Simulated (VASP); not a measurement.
All values below come from PBE GGA, VASP's PBE PAW potentials (set 64) (plane waves; VASP).

VASP input:

**INCAR**
```
GGA  =  PE   ! PBE
LWAVE  =  .FALSE.
IBRION  =  8   ! DFPT with symmetry
ENCUT  =  520
LCHARG  =  .FALSE.
SIGMA  =  0.01
NSW  =  1   ! most ionic steps
ALGO  =  Normal
EDIFF  =  1E-8   ! SCF stop (eV)
LASPH  =  .TRUE.
ISMEAR  =  0   ! Gaussian
SYSTEM  =  BN
NELM  =  100   ! most electronic steps
LEPSILON  =  .TRUE.
LREAL  =  .FALSE.
PREC  =  Accurate
```

### KPOINTS
```
Automatic mesh
0
Gamma
10 10 3
0 0 0
```

File POSCAR:
```
BN
1
    1.2564379813    -2.1762148131    -0.0000000000
    1.2564379813     2.1762148131    -0.0000000000
    0.0000000000    -0.0000000000     7.6483295463
B N
2 2
Direct
  0.3333330000   0.6666670000   0.2500000000
  0.6666670000   0.3333330000   0.7500000000
  0.6666670000   0.3333330000   0.2500000000
  0.3333330000   0.6666670000   0.7500000000
```

POTCAR, in this order: B N (PBE.64 set). Program: vasp_std.

The run wrote:

**OUTCAR**
```


 HEAD OF MICROSCOPIC STATIC DIELECTRIC TENSOR (INDEPENDENT PARTICLE, excluding Hartree and local field effects)
 ------------------------------------------------------
           4.376151     0.000000     0.000000
           0.000000     4.376152    -0.000000
          -0.000000    -0.000000     2.585204
 ------------------------------------------------------

 MACROSCOPIC STATIC DIELECTRIC TENSOR (including local field effects in DFT)
 ------------------------------------------------------
           4.298976     0.000000     0.000000
           0.000000     4.298977     0.000000
           0.000000    -0.000000     2.202832
 ------------------------------------------------------

 PIEZOELECTRIC TENSOR (including local field effects)  for field in x, y, z        (e  Angst)
          XX          YY          ZZ          XY          YZ          ZX
  --------------------------------------------------------------------------------
  x     0.00000     0.00000     0.00000     0.00000     0.00000     0.00000
  y     0.00000     0.00000     0.00000     0.00000     0.00000     0.00000
  z     0.00000     0.00000     0.00000     0.00000     0.00000     0.00000

 PIEZOELECTRIC TENSOR (including local field effects)  for field in x, y, z        (C/m^2)
          XX          YY          ZZ          XY          YZ          ZX
  --------------------------------------------------------------------------------
  x     0.00000     0.00000     0.00000     0.00000     0.00000     0.00000
  y     0.00000     0.00000     0.00000     0.00000     0.00000     0.00000
  z     0.00000     0.00000     0.00000     0.00000     0.00000     0.00000

 BORN EFFECTIVE CHARGES (including local field effects) (in |e|, cummulative output)
 ---------------------------------------------------------------------------------
 ion    1
    1     2.71293     0.00000     0.00000
    2     0.00000     2.71293     0.00000
    3     0.00000     0.00000     0.55234
 ion    2
    1     2.71293     0.00000     0.00000
    2     0.00000     2.71293     0.00000
    3     0.00000     0.00000     0.55234
 ion    3
    1    -2.71293     0.00000     0.00000
    2     0.00000    -2.71293     0.00000
    3     0.00000     0.00000    -0.55234
 ion    4
    1    -2.71293     0.00000     0.00000
    2     0.00000    -2.71293     0.00000
    3     0.00000     0.00000    -0.55234

   1 f  =   40.120016 THz   252.081492 2PiTHz 1338.259668 cm-1   165.922977 meV

   2 f  =   40.120008 THz   252.081447 2PiTHz 1338.259427 cm-1   165.922947 meV

   3 f  =   40.108278 THz   252.007742 2PiTHz 1337.868141 cm-1   165.874434 meV

   4 f  =   40.108271 THz   252.007697 2PiTHz 1337.867899 cm-1   165.874404 meV

   5 f  =   24.007129 THz   150.841242 2PiTHz  800.791636 cm-1    99.285464 meV

   6 f  =   23.056453 THz   144.867966 2PiTHz  769.080485 cm-1    95.353784 meV

   7 f  =    1.629002 THz    10.235322 2PiTHz   54.337660 cm-1     6.737008 meV

   8 f  =    0.565283 THz     3.551780 2PiTHz   18.855823 cm-1     2.337823 meV

   9 f  =    0.565283 THz     3.551779 2PiTHz   18.855819 cm-1     2.337823 meV

  10 f/i=    0.000945 THz     0.005937 2PiTHz    0.031520 cm-1     0.003908 meV

  11 f/i=    0.000945 THz     0.005937 2PiTHz    0.031520 cm-1     0.003908 meV

  12 f/i=    0.002426 THz     0.015240 2PiTHz    0.080908 cm-1     0.010031 meV

 MACROSCOPIC STATIC DIELECTRIC TENSOR IONIC CONTRIBUTION
 ------------------------------------------------------
           1.585993    -0.000000    -0.000000
          -0.000000     1.585994    -0.000000
          -0.000000    -0.000000     0.198936
 ------------------------------------------------------

 ELASTIC MODULI CONTR FROM IONIC RELAXATION (kBar)
 Direction    XX          YY          ZZ          XY          YZ          ZX
 --------------------------------------------------------------------------------
 XX        -438.0367    438.0369      0.0000     -0.0000      0.0000      0.0000
 YY         438.0369   -438.0370     -0.0000      0.0000      0.0000      0.0000
 ZZ           0.0000     -0.0000     -0.0000      0.0000      0.0000      0.0000
 XY          -0.0000      0.0000      0.0000   -438.0369      0.0000      0.0000
 YZ           0.0000      0.0000      0.0000      0.0000      0.0000      0.0000
 ZX           0.0000      0.0000      0.0000      0.0000      0.0000      0.0000
 --------------------------------------------------------------------------------

 PIEZOELECTRIC TENSOR IONIC CONTR  for field in x, y, z        (C/m^2)
          XX          YY          ZZ          XY          YZ          ZX
  --------------------------------------------------------------------------------
  x     0.00000    -0.00000    -0.00000    -0.00000     0.00000     0.00000
  y    -0.00000    -0.00000    -0.00000    -0.00000     0.00000     0.00000
  z    -0.00000     0.00000     0.00000     0.00000     0.00000     0.00000
```
(Selected blocks of OUTCAR.)

Without a dispersion term in the relaxation, distances and binding between the weakly bound layers, chains or molecules are unreliable, and so is what depends on them.

The compound is BN in the hex structure. It was relaxed first, which changed the volume by +16 %.
